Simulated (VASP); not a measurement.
**NaSnI3 in VASP: a PBE single point**

NaSnI3 in the cubic perovskite structure, under -4.0 % strain along x alone is computed at one geometry. Runs: PBE. The results are then set beside those of Ansatz 0.2.0 for the same cell. This is a trial cell built on a prototype, not taken from a measured structure, and it needn't be the compound's ground state.

Code: VASP 6.6.1. PAW datasets, plane waves. No spin polarisation and no zero-point or thermal motion; the cell was built from a prototype and may be hypothetical.

## Step 1: Starting point

The cell comes from an earlier relaxation with r2SCAN in another program, then strained, with the atoms relaxed again.

Space group P4/mmm (No. 123), tetragonal; conventional cell a = 6.202 Å, c = 5.953 Å, 45.79 Å³ an atom. Near Na stand 12 I at 4.30–4.39 Å; near Sn stand 6 I at 2.98–3.10 Å; near I stand 2 Sn at 3.10 Å and 4 Na at 4.30 Å; near I stand 2 Sn at 2.98 Å and 4 Na at 4.39 Å.

Coordinates:

```cif
data_structure
_symmetry_space_group_name_H-M 'P4/mmm'
_symmetry_Int_Tables_number 123
_cell_length_a 6.2015
_cell_length_b 6.2015
_cell_length_c 5.9535
_cell_angle_alpha 90.000
_cell_angle_beta 90.000
_cell_angle_gamma 90.000
_cell_volume 228.97
loop_
_atom_site_label
_atom_site_type_symbol
_atom_site_symmetry_multiplicity
_atom_site_Wyckoff_symbol
_atom_site_fract_x
_atom_site_fract_y
_atom_site_fract_z
_atom_site_occupancy
Na1 Na 1 a 0.00000 0.00000 0.00000 1
Sn1 Sn 1 d 0.50000 0.50000 0.50000 1
I1 I 2 e 0.50000 0.00000 0.50000 1
I2 I 1 c 0.50000 0.50000 0.00000 1
```

## Step 2: PBE

INCAR reads:

```
ENCUT = 520.000000
SIGMA = 0.020000
EDIFF = 1.00e-07
GGA = PE
PREC = Accurate
IBRION = -1
ISIF = 2
ISMEAR = -1
NBANDS = 29
NELM = 120
NSW = 0
LASPH = .TRUE.
LCHARG = .FALSE.
LWAVE = .FALSE.
LREAL = .FALSE.
```

KPOINTS reads:

```
KPOINTS created by Atomic Simulation Environment
0
Gamma
4 4 4
0 0 0
```

KPOINTS_OPT reads:

```
special points
5
Reciprocal
0.0000000000 0.0000000000 0.0000000000 1
0.0000000000 0.5000000000 0.0000000000 1
0.5000000000 0.5000000000 0.0000000000 1
0.5000000000 0.5000000000 0.5000000000 1
0.4925940000 -0.5000000000 -0.5000000000 1
```

POSCAR reads:

```
Na Sn I
 1.0000000000000000
     5.9534775636999999    0.0000000000000000    0.0000000000000000
     0.0000000000000000    6.2015391289000004    0.0000000000000000
     0.0000000000000000    0.0000000000000000    6.2015391289000004
 Na  Sn  I
   1   1   3
Cartesian
  0.0000000000000000  0.0000000000000000  0.0000000000000000
  2.9767387818499995  3.1007695644500002  3.1007695644500002
  2.9767387818499995  3.1007695644500002  0.0000000000000000
  2.9767387818499995  0.0000000000000000  3.1007695644500002
  0.0000000000000000  3.1007695644500002  3.1007695644500002
```

Potentials: the recommended PBE PAW datasets, 42 valence electrons in the neutral cell.

Command:

```
$ mpirun -np 1 vasp_std
```

Standard output, without the iteration lines:

```text
POSCAR found type information on POSCAR NaSnI
 POSCAR found :  3 types and       5 ions
 LDA part: xc-table for (Slater+PW92), standard interpolation
 POSCAR, INCAR and KPOINTS ok, starting setup
 FFT: planning ... GRIDC
 FFT: planning ... GRID_SOFT
 FFT: planning ... GRID
 WAVECAR not read
 entering main loop
 Start KPOINTS_OPT (optional k-point list driver)
k-point batch [1-5\5]
```

OSZICAR:

```text
N       E                     dE             d eps       ncg     rms          rms(c)
DAV:   1     0.341773530257E+03    0.34177E+03   -0.18142E+04  1116   0.133E+03
DAV:   2     0.276267851624E+02   -0.31415E+03   -0.30359E+03  1174   0.307E+02
DAV:   3    -0.114325692098E+02   -0.39059E+02   -0.38508E+02  1261   0.121E+02
DAV:   4    -0.131645916298E+02   -0.17320E+01   -0.17273E+01  1276   0.271E+01
DAV:   5    -0.132319236780E+02   -0.67332E-01   -0.67326E-01  1555   0.527E+00    0.477E+00
DAV:   6    -0.128784309054E+02    0.35349E+00   -0.38695E-01  1316   0.329E+00    0.313E+00
DAV:   7    -0.127783111082E+02    0.10012E+00   -0.31095E-01  1237   0.223E+00    0.107E+00
DAV:   8    -0.127662977303E+02    0.12013E-01   -0.41539E-02  1154   0.140E+00    0.370E-01
DAV:   9    -0.127654292523E+02    0.86848E-03   -0.60436E-03  1239   0.602E-01    0.119E-01
DAV:  10    -0.127654376806E+02   -0.84284E-05   -0.80067E-04  1277   0.178E-01    0.619E-02
DAV:  11    -0.127654972101E+02   -0.59529E-04   -0.52712E-04  1144   0.148E-01    0.444E-02
DAV:  12    -0.127654958206E+02    0.13895E-05   -0.31217E-05  1314   0.294E-02    0.293E-02
DAV:  13    -0.127654952145E+02    0.60610E-06   -0.24205E-06  1339   0.942E-03    0.143E-02
DAV:  14    -0.127654944403E+02    0.77423E-06   -0.59138E-06  1372   0.206E-02    0.390E-03
DAV:  15    -0.127654947315E+02   -0.29118E-06   -0.46177E-07  1075   0.444E-03    0.336E-03
DAV:  16    -0.127654948497E+02   -0.11820E-06   -0.16811E-08   717   0.980E-04    0.220E-03
DAV:  17    -0.127654949706E+02   -0.12095E-06   -0.44936E-08   857   0.178E-03    0.227E-04
DAV:  18    -0.127654949574E+02    0.13212E-07   -0.54043E-09   672   0.641E-04
   1 F= -.12765495E+02 E0= -.12764915E+02  d E =-.115946E-02
       N       E                     dE             ncg
DAV:   1     0.137872270373E+04   -0.41115E+04      322
DAV:   2    -0.172635095876E+03   -0.15514E+04      343
DAV:   3    -0.351831866819E+03   -0.17920E+03      338
DAV:   4    -0.360107280488E+03   -0.82754E+01      341
DAV:   5    -0.360414533289E+03   -0.30725E+00      420
DAV:   6    -0.360419026732E+03   -0.44934E-02      390
DAV:   7    -0.360419127228E+03   -0.10050E-03      436
DAV:   8    -0.360419128686E+03   -0.14581E-05      395
DAV:   9    -0.360419128707E+03   -0.21215E-07      276
```

The lines after F= are the extra pass for the points of KPOINTS_OPT, at fixed density; their E is not a total energy.

From OUTCAR:

```text
k-points           NKPTS =     18   k-points in BZ     NKDIM =     18   number of bands    NBANDS=     29

   NELECT =      42.0000    total number of electrons

   dimension x,y,z NGX =    48 NGY =   48 NGZ =   48
   dimension x,y,z NGXF=    96 NGYF=   96 NGZF=   96

  energy-cutoff  :      520.00
  volume of cell :      228.97
      direct lattice vectors                 reciprocal lattice vectors
     5.953477564  0.000000000  0.000000000     0.167969055  0.000000000  0.000000000
     0.000000000  6.201539129  0.000000000     0.000000000  0.161250293  0.000000000
     0.000000000  0.000000000  6.201539129     0.000000000  0.000000000  0.161250293

 k-points in reciprocal lattice and weights: KPOINTS created by Atomic Simulation Env
   0.00000000  0.00000000  0.00000000       0.016
   0.25000000  0.00000000  0.00000000       0.031
   0.50000000  0.00000000  0.00000000       0.016
   0.00000000  0.25000000  0.00000000       0.062
   0.25000000  0.25000000  0.00000000       0.125
   0.50000000  0.25000000  0.00000000       0.062
   0.00000000  0.50000000  0.00000000       0.031
   0.25000000  0.50000000  0.00000000       0.062
[... 10 more k-points ...]

 E-fermi :   3.0037

 k-point     1 :       0.0000    0.0000    0.0000
  band No.  band energies     occupation
      1     -23.6586      2.00000
      2     -23.6586      2.00000
      3     -23.6576      2.00000
      4     -19.3396      2.00000
      5     -19.3290      2.00000
      6     -19.3086      2.00000
      7     -19.3064      2.00000
      8     -19.3064      2.00000
      9     -10.7250      2.00000
     10      -9.9004      2.00000
     11      -9.8740      2.00000
     12      -3.3937      2.00000
     13      -2.3463      2.00000
     14      -2.1188      2.00000
     15      -2.1188      2.00000
     16       0.3402      2.00000
     17       0.3402      2.00000
     18       0.3803      2.00000
     19       0.4174      2.00000
     20       0.4644      2.00000
     21       0.4644      2.00000
     22       3.4425      0.00000
     23       6.6405      0.00000
     24       6.7502      0.00000
     25       6.7502      0.00000
     26       6.7972      0.00000
     27       6.8360      0.00000
     28       7.3978      0.00000
     29       7.3978      0.00000

 k-point     2 :       0.2500    0.0000    0.0000
  band No.  band energies     occupation
      1     -23.6586      2.00000
      2     -23.6586      2.00000
      3     -23.6576      2.00000
      4     -19.3380      2.00000
      5     -19.3290      2.00000
      6     -19.3086      2.00000
      7     -19.3066      2.00000
      8     -19.3066      2.00000
      9     -10.6170      2.00000
     10     -10.0237      2.00000
     11      -9.8716      2.00000
     12      -4.2277      2.00000
     13      -2.0219      2.00000
     14      -2.0219      2.00000
     15      -1.0021      2.00000
     16       0.1878      2.00000
     17       0.1878      2.00000
     18       0.2866      2.00000
     19       0.4030      2.00000
     20       0.4030      2.00000
     21       0.4491      2.00000
     22       3.9726      0.00000
     23       6.0696      0.00000
     24       6.5356      0.00000
     25       6.7655      0.00000
     26       6.7655      0.00000
     27       6.8107      0.00000
     28       7.4838      0.00000
     29       7.5572      0.00000

 k-point     3 :       0.5000    0.0000    0.0000
  band No.  band energies     occupation
      1     -23.6586      2.00000
      2     -23.6586      2.00000
      3     -23.6576      2.00000
      4     -19.3365      2.00000
      5     -19.3290      2.00000
      6     -19.3086      2.00000
      7     -19.3068      2.00000
      8     -19.3068      2.00000
      9     -10.3974      2.00000
     10     -10.2597      2.00000
     11      -9.8692      2.00000
     12      -4.6327      2.00000
     13      -1.9076      2.00000
     14      -1.9076      2.00000
     15      -0.4489      2.00000
     16      -0.0370      2.00000
     17      -0.0370      2.00000
     18       0.1987      2.00000
     19       0.4067      2.00000
     20       0.4067      2.00000
     21       1.4901      2.00000
     22       3.8174      0.00000
     23       5.0285      0.00000
     24       5.5180      0.00000
     25       7.0028      0.00000
     26       7.0028      0.00000
     27       7.0574      0.00000
     28       7.0663      0.00000
     29       7.0663      0.00000

 k-point     4 :       0.0000    0.2500    0.0000
  band No.  band energies     occupation
      1     -23.6586      2.00000
      2     -23.6586      2.00000
      3     -23.6576      2.00000
      4     -19.3394      2.00000
      5     -19.3283      2.00000
      6     -19.3087      2.00000
      7     -19.3065      2.00000
      8     -19.3064      2.00000
      9     -10.6466      2.00000
     10      -9.9786      2.00000
     11      -9.8897      2.00000
     12      -3.9707      2.00000
     13      -2.2880      2.00000
     14      -2.0510      2.00000
     15      -1.1224      2.00000
     16       0.1963      2.00000
     17       0.2355      2.00000
     18       0.2705      2.00000
     19       0.4089      2.00000
     20       0.4458      2.00000
     21       0.4966      2.00000
     22       3.9362      0.00000
     23       5.5782      0.00000
     24       6.4731      0.00000
     25       6.7701      0.00000
     26       6.8883      0.00000
     27       7.0302      0.00000
     28       7.3695      0.00000
     29       7.5386      0.00000

[... the tables of k-points 5 to 18 left out ...]

  Total        3.2083116      0.6653324      0.6653324      0.0000000      0.0000000      0.0000000
  in kB       22.4500562      4.6556416      4.6556416      0.0000000      0.0000000      0.0000000
  external PRESSURE =      10.5871131 kB  Pullay stress =       0.0000000 kB

 POSITION                                       TOTAL-FORCE (eV/Angst)
 -----------------------------------------------------------------------------------
      0.00000      0.00000      0.00000         0.000000      0.000000      0.000000
      2.97674      3.10077      3.10077         0.000000      0.000000      0.000000
      2.97674      3.10077      0.00000         0.000000      0.000000      0.000000
      2.97674      0.00000      3.10077         0.000000      0.000000      0.000000
      0.00000      3.10077      3.10077         0.000000      0.000000      0.000000
 -----------------------------------------------------------------------------------
    total drift:                                0.000000     -0.000000     -0.000000

  FREE ENERGIE OF THE ION-ELECTRON SYSTEM (eV)
  ---------------------------------------------------
  free  energy   TOTEN  =       -12.7654949574 eV

  energy  without entropy=      -12.7643354965  energy(sigma->0) =      -12.76491523
```

Hardware: 1 MPI rank of Intel Xeon Platinum 8488C, shared host.

The levels at the points of KPOINTS_OPT are read from vasprun.xml.

Band energies at the special points (eV, zero at the top of v, the last band that the electrons fill by count):

```tsv
point	v−1	v	c	c+1
Γ	-2.55	-2.55	0.43	3.63
X	-2.57	-1.88	0.68	1.90
M	-2.00	-0.74	0.43	0.69
R	-1.99	0.00	0.00	0.02
```

PBE leaves no gap to speak of (0.000 eV). The pressure is 1.06 GPa; the forces vanish within 0.01 eV/Å.

## Step 3: Summary

```
level  gap (eV)  pressure (GPa)  Ansatz: gap (eV)  Ansatz: pressure (GPa)
  PBE      0.00            1.06              0.00                    1.07
```

What this shows: No gap over 0.02 eV opens. Spin-orbit coupling is left out, though the cell holds I (Z = 53); in an element this heavy it can shift bands and gaps by tenths of an eV. The two programs agree on the overlap of the bands within 0.01 eV. The two codes have different PAW datasets and cutoffs. VASP's cell holds 42 valence electrons and Ansatz's 74.
